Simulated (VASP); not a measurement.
These are PBEsol GGA, VASP's PBE PAW potentials (set 64) (plane waves; VASP) values and carry that method's errors.

A VASP calculation is set up with these files.

**INCAR**
```
ALGO = Normal
EDIFF = 1E-8
ENCUT = 400
GGA = PS
IBRION = 8
ISMEAR = 0
LASPH = .TRUE.
LCHARG = .FALSE.
LEPSILON = .TRUE.
LMAXMIX = 4
LREAL = .FALSE.
LWAVE = .FALSE.
NELM = 100
NSW = 1
PREC = Accurate
SIGMA = 0.01
SYSTEM = SrCl2
```

File KPOINTS:
```
Regular mesh
0
G
 7 7 7
0 0 0
```

File POSCAR:
```
SrCl2
1
    0.0000000000     3.4577361220     3.4577361220
    3.4577361220     0.0000000000     3.4577361220
    3.4577361220     3.4577361220     0.0000000000
Sr Cl
1 2
Direct
  0.0000000000   0.0000000000   0.0000000000
  0.2500000000   0.2500000000   0.2500000000
  0.7500000000   0.7500000000   0.7500000000
```

POTCAR, in this order: Sr_sv Cl (PBE.64 set). Program: vasp_std.

The run wrote:

OUTCAR:
```


 HEAD OF MICROSCOPIC STATIC DIELECTRIC TENSOR (INDEPENDENT PARTICLE, excluding Hartree and local field effects)
 ------------------------------------------------------
           3.345048     0.000000    -0.000000
           0.000000     3.345048    -0.000000
           0.000000    -0.000000     3.345048
 ------------------------------------------------------

 MACROSCOPIC STATIC DIELECTRIC TENSOR (including local field effects in DFT)
 ------------------------------------------------------
           3.019286     0.000000    -0.000000
          -0.000000     3.019286     0.000000
           0.000000     0.000000     3.019286
 ------------------------------------------------------

 PIEZOELECTRIC TENSOR (including local field effects)  for field in x, y, z        (e  Angst)
          XX          YY          ZZ          XY          YZ          ZX
  --------------------------------------------------------------------------------
  x     0.00000     0.00000     0.00000     0.00000     0.00000     0.00000
  y     0.00000     0.00000     0.00000     0.00000     0.00000     0.00000
  z     0.00000     0.00000     0.00000     0.00000     0.00000     0.00000

 PIEZOELECTRIC TENSOR (including local field effects)  for field in x, y, z        (C/m^2)
          XX          YY          ZZ          XY          YZ          ZX
  --------------------------------------------------------------------------------
  x     0.00000     0.00000     0.00000     0.00000     0.00000     0.00000
  y     0.00000     0.00000     0.00000     0.00000     0.00000     0.00000
  z     0.00000     0.00000     0.00000     0.00000     0.00000     0.00000

 BORN EFFECTIVE CHARGES (including local field effects) (in |e|, cummulative output)
 ---------------------------------------------------------------------------------
 ion    1
    1     2.49647     0.00000     0.00000
    2     0.00000     2.49647     0.00000
    3     0.00000     0.00000     2.49647
 ion    2
    1    -1.24823     0.00000     0.00000
    2     0.00000    -1.24823     0.00000
    3     0.00000     0.00000    -1.24823
 ion    3
    1    -1.24823     0.00000     0.00000
    2     0.00000    -1.24823     0.00000
    3     0.00000     0.00000    -1.24823
```
(Selected blocks of OUTCAR.)

The compound is SrCl2 in the fluorite structure. It was relaxed first.
